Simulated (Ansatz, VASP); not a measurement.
## TeP2: VASP beside Ansatz

```
CELL_PARAMETERS angstrom
6.79456 0.00000 0.00000
-3.39728 5.88427 0.00000
0.00000 0.00000 3.26458
ATOMIC_POSITIONS crystal
Te 0.00000 0.00000 0.70874
P 0.33333 0.66667 0.33244
P 0.66667 0.33333 0.33244
```

Alike in both runs: task single point; functional PBE; k mesh 3 × 3 × 6; occupations gaussian, width 0.1 eV; no spin polarisation.

|  | VASP | Ansatz |
| --- | --- | --- |
| version | VASP 6.6.1 | Ansatz 0.2.0 |
| potentials or method | VASP PAW PBE potentials, release 64 (Te, P) | scalar-relativistic, plane waves, PAW |
| plane-wave cutoff (eV) | 520 | 420 |
| valence electrons in the cell | 16 | 26 |

VASP gave:

- gap on the k mesh at the Fermi level (eV): none
- pressure (GPa): -9.4
- largest component of the traceless stress (GPa): 5.23
- rms of the force components (eV/Å): 0.232

Which values does Ansatz return?

gap on the k mesh at the Fermi level (eV): none; pressure (GPa): -9.4; largest component of the traceless stress (GPa): 5.22; rms of the force components (eV/Å): 0.232.

Atom by atom the forces differ by 0.000 eV/Å (rms over components). A gap of «none» marks a metal or a gap that the smearing closes. The functional is the same, so the differences come from potentials, cutoffs and numerics. The two sets of potentials don't hold the same shells in valence.

The runs have no spin-orbit coupling, so splittings on Te are missing.
